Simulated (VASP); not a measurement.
An input for Ansatz (written as the equivalent of a VASP run, and not itself run):

Ansatz 0.2 input:
```yaml
crystal:
  lattice:
    - [2.8789744, 0.0000000, 0.0000000]
    - [0.0000000, 2.8789744, 0.0000000]
    - [0.0000000, 0.0000000, 2.8789744]
  atoms:
    - { symbol: Ga, position: [0.5000000, 0.5000000, 0.5000000] }
    - { symbol: Co, position: [0.0000000, 0.0000000, 0.0000000] }
kpoints:
  mp_grid: { grid: [12, 12, 12] }
hamiltonian:
  xc: pbe
  pseudopotentials: { kind: paw }
scf:
  occupations: { method: methfessel_paxton, width: 0.1 }
  max_iter: 100
output: { forces: true, stress: true, eigenvalues: true }
```

Question: Write the VASP files for the same calculation (PBE).

Answer: Several could match; the one computed here: 
INCAR:
```
# general
SYSTEM   =  CoGa
PREC     =  Accurate
ENCUT    =  480
LREAL    =  .FALSE.
LASPH    =  .TRUE.

# electronic loop
EDIFF    =  1E-7
NELM     =  100
ALGO     =  Normal
LMAXMIX  =  4

# smearing
ISMEAR   =  1
SIGMA    =  0.1

# functional
GGA      =  PE

# ions
ISIF     =  2

# output
LWAVE    =  .FALSE.
LCHARG   =  .FALSE.
```

**KPOINTS**
```
Automatic mesh
0
gamma
  12 12 12
```

POSCAR:
```
CoGa
2.8789740
  1.0000001551   0.0000000000   0.0000000000
  0.0000000000   1.0000001551   0.0000000000
  0.0000000000   0.0000000000   1.0000001551
Ga Co
1 1
Cart
  0.5000000775   0.5000000775   0.5000000775
  0.0000000000   0.0000000000   0.0000000000
```

POTCAR, in this order: Ga_d Co (PBE.64 set). Program: vasp_std.

The two are equivalent in intent, not identical: each code has its own PAW files, so the cut-off isn't converted (ENCUT is set for VASP's; basis.ecutwfc is left out, and Ansatz then takes the one that its files recommend); Ansatz stops its SCF on the density residual and VASP on the energy change (EDIFF).

The compound is CoGa in the CsCl type structure. It was relaxed first.
